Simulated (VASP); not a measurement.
# Be2B3 (P6/mmm) in VASP: notebook

The runs below take Be2B3 through single point, relaxation of cell and atoms, with PBE.

All numbers are computed with VASP 6.6.1; they aren't measurements. Logs are shortened: lines on timing, memory, paths and dates and some standing lists are left out, and cuts for length are marked.

## 1. The cell of the first run

It takes space group P6/mmm (No. 191, hexagonal). Conventional cell: a = 3.428 Å, b = 3.428 Å, c = 4.479 Å, α = 90.00°, β = 90.00°, γ = 120.00°. Around Be (site symmetry 6mm) lie 6 B at 2.08 Å and 2 Be at 2.11 to 2.37 Å. Around B (site symmetry mmm) lie 4 B at 1.71 Å.

The cell was built by a generator and needn't be a form met in nature.

## 2. Single point, PBE (random cell by space group and Wyckoff sites (P6/mmm, No. 191))

INCAR

```
SYSTEM = Be2B3
PREC = Accurate
ENCUT = 520
EDIFF = 1E-7
ISMEAR = 0
SIGMA = 0.1
LREAL = .FALSE.
LASPH = .TRUE.
NELM = 60
ALGO = Normal
ISIF = 2
LWAVE = .FALSE.
LCHARG = .FALSE.
GGA = PE
NBANDS = 14
```

KPOINTS

```
Automatic mesh
0
G
  6 6 6
  0 0 0
```

POSCAR

```
Be2B3
1.0
    3.4278124712      0.0000000030      0.0000000000
   -1.7139062382      2.9685726779      0.0000000000
    0.0000000000      0.0000000000      4.4791849891
Be B
2 3
Direct
    0.0000000000      0.0000000000      0.2357035487
    0.0000000000      0.0000000000      0.7642964513
    0.5000000000      0.0000000000      0.5000000000
    0.0000000000      0.5000000000      0.5000000000
    0.5000000000      0.5000000000      0.5000000000
```

Potentials or basis: VASP PAW PBE potentials, release 64 (Be, B).

Run with:

```
cat potpaw_PBE.64/Be/POTCAR potpaw_PBE.64/B/POTCAR > POTCAR
mpirun -np 1 vasp_std > vasp.out
```

OUTCAR:

```text
SYSTEM = Be2B3
   PREC = Accurate
   ENCUT = 520
   EDIFF = 1E-7
   ISMEAR = 0
   LREAL = .FALSE.
   LASPH = .TRUE.
   NELM = 60
   ISIF = 2
   GGA = PE

 ion  position               nearest neighbor table
   1  0.000  0.000  0.236-   5 2.08   5 2.08   4 2.08   4 2.08   3 2.08   3 2.08   2 2.11   2 2.37

   2  0.000  0.000  0.764-   5 2.08   5 2.08   4 2.08   4 2.08   3 2.08   3 2.08   1 2.11   1 2.37

   3  0.500  0.000  0.500-   4 1.71   4 1.71   5 1.71   5 1.71   1 2.08   1 2.08   2 2.08   2 2.08

   4  0.000  0.500  0.500-   3 1.71   3 1.71   5 1.71   5 1.71   1 2.08   2 2.08   1 2.08   2 2.08

   5  0.500  0.500  0.500-   3 1.71   3 1.71   4 1.71   4 1.71   1 2.08   2 2.08   1 2.08   2 2.08

  LATTYP: Found a hexagonal cell.
 ALAT       =     3.4278124712
 C/A-ratio  =     1.3067182137

  Lattice vectors:

 A1 = (   3.4278124712,   0.0000000030,   0.0000000000)
 A2 = (  -1.7139062382,   2.9685726779,   0.0000000000)
 A3 = (   0.0000000000,   0.0000000000,   4.4791849891)

Analysis of symmetry for initial positions (statically):
=====================================================================
 Subroutine PRICEL returns:
 Original cell was already a primitive cell.

 Routine SETGRP: Setting up the symmetry group for a
 hexagonal supercell.

 Subroutine GETGRP returns: Found 24 space group operations
 (whereof 24 operations were pure point group operations)
 out of a pool of 24 trial point group operations.

The static configuration has the point symmetry D_6h.

Analysis of symmetry for dynamics (positions and initial velocities):
=====================================================================
 Subroutine PRICEL returns:
 Original cell was already a primitive cell.

 Routine SETGRP: Setting up the symmetry group for a
 hexagonal supercell.

 Subroutine GETGRP returns: Found 24 space group operations
 (whereof 24 operations were pure point group operations)
 out of a pool of 24 trial point group operations.

The dynamic configuration has the point symmetry D_6h.

 Subroutine INISYM returns: Found 24 space group operations
 (whereof 24 operations are pure point group operations),
 and found     1 'primitive' translations

----------------------------------------------------------------------------------------

                                     Primitive cell

  volume of cell :      45.5789

  direct lattice vectors                    reciprocal lattice vectors
     3.427812471  0.000000003  0.000000000     0.291731245  0.168431113  0.000000000
    -1.713906238  2.968572678  0.000000000    -0.000000000  0.336862226  0.000000000
     0.000000000  0.000000000  4.479184989     0.000000000  0.000000000  0.223254901

  length of vectors
     3.427812471  3.427812471  4.479184989     0.336862226  0.336862226  0.223254901

  position of ions in fractional coordinates (direct lattice)
     0.000000000  0.000000000  0.235703549
     0.000000000  0.000000000  0.764296451
     0.500000000  0.000000000  0.500000000
     0.000000000  0.500000000  0.500000000
     0.500000000  0.500000000  0.500000000

  ion indices of the primitive-cell ions
   primitive index   ion index
                 1           1
                 2           2
                 3           3
                 4           4
                 5           5

----------------------------------------------------------------------------------------

 KPOINTS: Automatic mesh

Automatic generation of k-mesh.
 Grid dimensions read from file:
 generate k-points for:    6    6    6

 Generating k-lattice:

  Cartesian coordinates                     Fractional coordinates (reciprocal lattice)
     0.048621874  0.028071852  0.000000000     0.166666667 -0.000000000  0.000000000
    -0.000000000  0.056143704  0.000000000     0.000000000  0.166666667  0.000000000
     0.000000000  0.000000000  0.037209150     0.000000000  0.000000000  0.166666667

  Length of vectors
     0.056143704  0.056143704  0.037209150

  Shift w.r.t. Gamma in fractional coordinates (k-lattice)
     0.000000000  0.000000000  0.000000000

 Subroutine IBZKPT returns following result:
 ===========================================

 Found     28 irreducible k-points:

 Following reciprocal coordinates:
            Coordinates               Weight
  0.000000  0.000000  0.000000      1.000000
  0.166667  0.000000  0.000000      6.000000
  0.333333  0.000000  0.000000      6.000000
  0.500000  0.000000  0.000000      3.000000
  0.166667  0.166667  0.000000      6.000000
  0.333333  0.166667  0.000000     12.000000
[... 16 lines left out ...]
  0.166667  0.000000  0.500000      6.000000
  0.333333  0.000000  0.500000      6.000000
 [... further k-points ...]
   k-points           NKPTS =     28   k-points in BZ     NKDIM =     28   number of bands    NBANDS=     14
   number of dos      NEDOS =    301   number of ions     NIONS =      5
   total plane-waves  NPLWV =  28224
   dimension x,y,z NGX =    28 NGY =   28 NGZ =   36
   dimension x,y,z NGXF=    56 NGYF=   56 NGZF=   72
   ions per type =               2   3
   NGX,Y,Z   is equivalent  to a cutoff of  13.58, 13.58, 13.36 a.u.
   NGXF,Y,Z  is equivalent  to a cutoff of  27.16, 27.16, 26.72 a.u.
 SYSTEM =  Be2B3
   PREC   = accura    normal or accurate (medium, high low for compatibility)
   ISTART =      0    job   : 0-new  1-cont  2-samecut
   ICHARG =      2    charge: 1-file 2-atom 10-const
   ISPIN  =      1    spin polarized calculation?
   LNONCOLLINEAR =      F non collinear calculations
   LSORBIT =      F    spin-orbit coupling
   LASPH  =      T    aspherical Exc in radial PAW
   ENCUT  =  520.0 eV  38.22 Ry    6.18 a.u.   6.37  6.37  8.33*2*pi/ulx,y,z
   NELM   =     60;   NELMIN=  2; NELMDL= -5     # of ELM steps
   EDIFF  = 0.1E-06   stopping-criterion for ELM
   LREAL  =      F    real-space projection
   EDIFFG = 0.1E-05   stopping-criterion for IOM
   NSW    =      0    number of steps for IOM
   IBRION =     -1    ionic relax: 0-MD 1-quasi-New 2-CG
   NFREE  =      0    steps in history (QN), initial steepest desc. (CG)
   ISIF   =      2    stress and relaxation
   ISYM   =      2    0-nonsym 1-usesym 2-fastsym
   POTIM  = 0.5000    time-step for ionic-motion
   TEBEG  =    0.0;   TEEND  =   0.0 temperature during run
   PSTRESS=    0.0 pullay stress
   NELECT =      13.0000    total number of electrons
   NUPDOWN=      -1.0000    fix difference up-down
   EMIN   =  10.00;   EMAX   =-10.00  energy-range for DOS
   EFERMI =   0.00;   METHOD = LEGACY
   ISMEAR =     0;   SIGMA  =   0.10  broadening in eV -4-tet -1-fermi 0-gaus
   EFERMI_NEDOS =   21; number of points for ismear=-14 and -15
   IALGO  =     38    algorithm
   IMIX   =      4    mixing-type and parameters
     AMIX     =   0.40;   BMIX     =  1.00
     AMIX_MAG =   1.60;   BMIX_MAG =  1.00
  volume/ion in A,a.u.               =       9.12        61.52
  Fermi-wavevector in a.u.,A,eV,Ry     =   1.077626  2.036418 15.800142  1.161278
  Thomas-Fermi vector in A             =   2.213543
   LORBIT       =      0    0 simple, 1 ext, 2 COOP (PROOUT), +10 PAW based schemes
   GGA     = PE    functional components
   LHFCALC =     F    Hartree Fock is set to
   AEXX    =    0.0000 exact exchange contribution
   IVDW    =     0    specifies the selected vdW correction
   LEPSILON=     F    determine dielectric tensor
   LRPA    =     F    only Hartree local field effects (RPA)
 non-spin polarized calculation
 Gauss-broadening in eV      SIGMA  =   0.10
  energy-cutoff  :      520.00
  volume of cell :       45.58
 maximum number of plane-waves:      1241
 NGX is ok and might be reduce to    28
   NGX = 13   NGY = 13   NGZ = 17

 number of electron      13.0000000 magnetization

 Free energy of the ion-electron system (eV)
  ---------------------------------------------------
  ext. energy  EPLUGINS =         0.00000000
  ---------------------------------------------------
  free energy    TOTEN  =       -25.28080238 eV

  energy without entropy =      -25.27478986  energy(sigma->0) =      -25.27779612

 E-fermi :   4.8627     XC(G=0): -10.1787

 val. band max:        4.8168040153   @ k =   0.1667   0.1667   0.5000
 cond. band min:       4.8675333040   @ k =   0.1667   0.1667   0.5000
 fundamental gap:      0.0507292887
 Fermi energy:         4.8627355604

 k-point     1 :       0.0000    0.0000    0.0000
  band No.  band energies     occupation
      1     -10.4062      2.00000
      2      -2.8328      2.00000
      3      -1.8477      2.00000
      4       0.0960      2.00000
      5       0.0960      2.00000
      6       1.8374      2.00000
      7       7.0631      0.00000
      8       7.0631      0.00000
      9       8.3425      0.00000
     10      10.6185      0.00000
     11      10.6185      0.00000
     12      11.7392      0.00000
     13      11.7392      0.00000
     14      13.8040      0.00000

 k-point     2 :       0.1667    0.0000    0.0000
  band No.  band energies     occupation
      1     -10.0692      2.00000
      2      -3.3882      2.00000
      3      -1.4767      2.00000
      4      -1.0679      2.00000
      5      -0.0662      2.00000
      6       2.2400      2.00000
      7       7.6551      0.00000
      8       7.8803      0.00000
      9       7.9394      0.00000
     10       9.0313      0.00000
     11      10.0800      0.00000
     12      12.1094      0.00000
     13      12.7822      0.00000
     14      13.5736      0.00000
[... 343 lines left out ...]
      1      -9.9627      2.00000
      2      -3.3601      2.00000
      3      -2.7467      2.00000
      4      -0.9810      2.00000
      5       0.0499      2.00000
      6       5.1506      0.00005
      7       7.0619      0.00000
      8       7.8111      0.00000
      9       7.8848      0.00000
     10       8.1440      0.00000
     11      10.1359      0.00000
     12      11.1467      0.00000
     13      11.3603      0.00000
     14      12.5860      0.00000

 k-point    24 :       0.3333    0.0000    0.5000
  band No.  band energies     occupation
      1      -8.9647      2.00000
      2      -5.1954      2.00000
      3      -1.9769      2.00000
      4      -1.6178      2.00000
      5      -0.2066      2.00000
      6       3.2781      2.00000
      7       6.4503      0.00000
      8       6.6123      0.00000
      9       9.1878      0.00000
     10       9.5410      0.00000
     11      11.2791      0.00000
     12      12.0637      0.00000
     13      14.4867      0.00000
     14      14.5791      0.00000

 [... further k-points ...]
[... 5 lines left out ...]
  --------------------------------------------------------------------------------------
  -------------------------------------------------------------------------------------
  Total        0.0141938      0.0141938      0.0059960     -0.0000000      0.0000000      0.0000000
  in kB        0.4989376      0.4989376      0.2107701     -0.0000000      0.0000000      0.0000000
  external PRESSURE =       0.4028818 kB  Pullay stress =       0.0000000 kB

 VOLUME and BASIS-vectors are now :
 -----------------------------------------------------------------------------
  energy-cutoff  :      520.00
  volume of cell :       45.58
      direct lattice vectors                 reciprocal lattice vectors
     3.427812471  0.000000003  0.000000000     0.291731245  0.168431113  0.000000000
    -1.713906238  2.968572678  0.000000000    -0.000000000  0.336862226  0.000000000
     0.000000000  0.000000000  4.479184989     0.000000000  0.000000000  0.223254901

 POSITION                                       TOTAL-FORCE (eV/Angst)
 -----------------------------------------------------------------------------------
      0.00000      0.00000      1.05576        -0.000000      0.000000     -0.016347
      0.00000      0.00000      3.42343        -0.000000     -0.000000      0.016347
      1.71391      0.00000      2.23959         0.000000      0.000000      0.000000
     -0.85695      1.48429      2.23959         0.000000      0.000000      0.000000
      0.85695      1.48429      2.23959         0.000000      0.000000      0.000000
 -----------------------------------------------------------------------------------
    total drift:                                0.000000      0.000000      0.000000

  FREE ENERGIE OF THE ION-ELECTRON SYSTEM (eV)
  ---------------------------------------------------
  free  energy   TOTEN  =       -25.2808023758 eV

  energy  without entropy=      -25.2747898557  energy(sigma->0) =      -25.27779612
```

Wall time 15 s (1 thread of Intel Xeon Platinum 8488C (Sapphire Rapids), shared host); peak memory 0.16 GiB.

What came out:

```yaml
Free_energy: -25.2808 eV
Pressure: 0.0 GPa
Largest_force: 0.016 eV/Å
Band_gap_on_the_k_mesh: none (metal or under the smearing width)
```

Forces in eV/Å, atoms in the order of the input:
```
Be   0.000  0.000 -0.016
Be   0.000  0.000  0.016
B    0.000  0.000  0.000
B    0.000  0.000  0.000
B    0.000  0.000  0.000
```

## 3. Relaxation of cell and atoms, PBE (random cell by space group and Wyckoff sites (P6/mmm, No. 191))

INCAR

```
SYSTEM = Be2B3
ALGO = Fast ; EDIFF = 1E-6
EDIFFG = -0.04 ; ENCUT = 600
GGA = PE ; IBRION = 2
ISIF = 3 ; ISMEAR = 0
LASPH = .TRUE. ; LCHARG = .FALSE.
LREAL = .FALSE. ; LWAVE = .FALSE.
NELM = 80 ; NSW = 90
PREC = Accurate ; SIGMA = 0.1
```

KPOINTS

```
k-points
0
G
  6 6 6
  0 0 0
```

POSCAR

```
Be2B3
1.0
    3.2902913100      0.0000000000      0.0000000000
   -1.6451456600      2.8494758600      0.0000000000
    0.0000000000      0.0000000000      3.3767583500
Be B
2 3
Direct
    0.0000000000      0.0000000000      0.2621064100
    0.0000000000      0.0000000000      0.7378935900
    0.5000000000      0.0000000000      0.5000000000
    0.0000000000      0.5000000000      0.5000000000
    0.5000000000      0.5000000000      0.5000000000
```

Potentials or basis: VASP PAW PBE potentials, release 64 (Be, B).

Run with:

```
cat potpaw_PBE.64/Be/POTCAR potpaw_PBE.64/B/POTCAR > POTCAR
mpirun -np 1 vasp_std > vasp.out
```

OUTCAR:

```text
SYSTEM = Be2B3
   EDIFF = 1E-6
   EDIFFG = -0.04
   ENCUT = 600
   GGA = PE
   IBRION = 2
   ISIF = 3
   ISMEAR = 0
   LASPH = .TRUE.
   LREAL = .FALSE.
   NELM = 80
   NSW = 90
   PREC = Accurate

 ion  position               nearest neighbor table
   1  0.000  0.000  0.262-   2 1.61   2 1.77   5 1.83   5 1.83   3 1.83   3 1.83   4 1.83   4 1.83

   2  0.000  0.000  0.738-   1 1.61   1 1.77   5 1.83   5 1.83   3 1.83   3 1.83   4 1.83   4 1.83

   3  0.500  0.000  0.500-   4 1.65   4 1.65   5 1.65   5 1.65   1 1.83   1 1.83   2 1.83   2 1.83

   4  0.000  0.500  0.500-   3 1.65   3 1.65   5 1.65   5 1.65   1 1.83   2 1.83   1 1.83   2 1.83

   5  0.500  0.500  0.500-   4 1.65   4 1.65   3 1.65   3 1.65   1 1.83   2 1.83   1 1.83   2 1.83

  LATTYP: Found a hexagonal cell.
 ALAT       =     3.2902913100
 C/A-ratio  =     1.0262794482

  Lattice vectors:

[... 397 lines left out ...]

 val. band max:        4.8585885922   @ k =   0.1667   0.1667   0.5000
 cond. band min:       5.0730866517   @ k =   0.1667   0.1667   0.3333
 fundamental gap:      0.2144980595
 Fermi energy:         4.8650203572

 k-point     1 :       0.0000    0.0000    0.0000
  band No.  band energies     occupation
      1     -10.3878      2.00000
      2      -2.8202      2.00000
      3      -1.8154      2.00000
      4       0.0907      2.00000
      5       0.0907      2.00000
      6       1.8468      2.00000
      7       7.0233      0.00000
      8       7.0233      0.00000
      9       8.3143      0.00000
     10      10.6002      0.00000
[... 287 lines left out ...]
 k-point    24 :       0.3333   -0.0000    0.5000
  band No.  band energies     occupation
      1      -8.9468      2.00000
      2      -5.1844      2.00000
      3      -1.9706      2.00000
      4      -1.6088      2.00000
      5      -0.2116      2.00000
      6       3.2693      2.00000
      7       6.4636      0.00000
      8       6.5952      0.00000
      9       9.1543      0.00000
     10       9.5228      0.00000

 [... further k-points ...]
[... 5 lines left out ...]
  --------------------------------------------------------------------------------------
  -------------------------------------------------------------------------------------
  Total       -0.1829090     -0.1829090      0.0626606      0.0000000     -0.0000000     -0.0000000
  in kB       -6.4268819     -6.4268819      2.2017091      0.0000000     -0.0000000     -0.0000000
  external PRESSURE =      -3.5506849 kB  Pullay stress =       0.0000000 kB
[... 20 lines left out ...]
  FREE ENERGIE OF THE ION-ELECTRON SYSTEM (eV)
  ---------------------------------------------------
  free  energy   TOTEN  =       -25.2759165549 eV

  energy  without entropy=      -25.2696725506  energy(sigma->0) =      -25.27279455

 reached required accuracy - stopping structural energy minimisation
```

CONTCAR:

```text
Be2B3
   1.00000000000000
     3.4327574873479878   -0.0000000001911529    0.0000000000000000
    -1.7163787490560318    2.9728551888249144    0.0000000000000000
     0.0000000000000000   -0.0000000000000000    4.4681563586445172
  Be              B
     2     3
Direct
     0.0000000000000000    0.0000000000000000    0.2352814218196231
     0.0000000000000000    0.0000000000000000    0.7647185781803770
     0.5000000000000000    0.0000000000000000    0.5000000000000000
     0.0000000000000000    0.5000000000000000    0.5000000000000000
     0.5000000000000000    0.5000000000000000    0.5000000000000000

  0.00000000E+00  0.00000000E+00  0.00000000E+00
  0.00000000E+00  0.00000000E+00  0.00000000E+00
  0.00000000E+00  0.00000000E+00  0.00000000E+00
  0.00000000E+00  0.00000000E+00  0.00000000E+00
  0.00000000E+00  0.00000000E+00  0.00000000E+00
```

Run time: 64 s. Hardware: 1 thread of Intel Xeon Platinum 8488C (Sapphire Rapids), shared host; peak memory 0.15 GiB.

What came out:

* Free energy: -25.2759 eV
* Relaxed volume: 9.12 Å³/atom
* Relaxed cell: a = 3.433 Å, b = 3.433 Å, c = 4.468 Å, α = 90.00°, β = 90.00°, γ = 120.00°
* Space group after relaxing (to 0.05 Å): P6/mmm (No. 191)
* Energy gained by relaxing: 566.3 meV/atom
* Ionic steps: 11
* Pressure after relaxing: -0.4 GPa
* Largest force after relaxing: 0.026 eV/Å
* Band gap on the k mesh: none (metal or under the smearing width)

Forces in eV/Å, atoms in the order of the input:
```
Be   0.000  0.000  0.026
Be   0.000  0.000 -0.026
B    0.000  0.000  0.000
B    0.000  0.000  0.000
B    0.000  0.000  0.000
```

Stress tensor (GPa, compression positive):
```
-0.64  0.00  0.00
 0.00 -0.64  0.00
 0.00  0.00  0.22
```

The path:
```csv
step,energy change (eV),largest force (eV/Å),pressure (GPa),volume (Å³)
1,0.0000,4.8314,66.73,31.66
2,-0.4528,9.8385,-4.93,45.30
3,-1.6156,4.2337,16.40,37.92
4,-2.4819,0.8818,-12.33,47.70
5,-2.5451,0.3809,-7.59,45.12
6,-2.7758,0.5163,2.83,43.65
7,-2.7789,0.5335,4.65,43.42
8,-2.8226,0.0456,2.15,44.52
9,-2.8282,0.1895,0.95,45.10
10,-2.8314,0.0506,-0.16,45.52
11,-2.8314,0.0264,-0.36,45.60
```

Final structure:
```cif
data_structure
_symmetry_space_group_name_H-M 'P 1'
_symmetry_Int_Tables_number 1
_cell_length_a 3.4328
_cell_length_b 3.4328
_cell_length_c 4.4682
_cell_angle_alpha 90.000
_cell_angle_beta 90.000
_cell_angle_gamma 120.000
_cell_volume 45.60
loop_
_atom_site_label
_atom_site_type_symbol
_atom_site_fract_x
_atom_site_fract_y
_atom_site_fract_z
_atom_site_occupancy
Be1 Be 0.00000 0.00000 0.23528 1
Be2 Be 0.00000 0.00000 0.76472 1
B1 B 0.50000 0.00000 0.50000 1
B2 B 0.00000 0.50000 0.50000 1
B3 B 0.50000 0.50000 0.50000 1
```

Caveat: the k mesh is coarse (spacing up to 0.37 Å⁻¹), so the values aren't converged; the volume moved by over 15 % at a fixed basis, so the end points are rough.
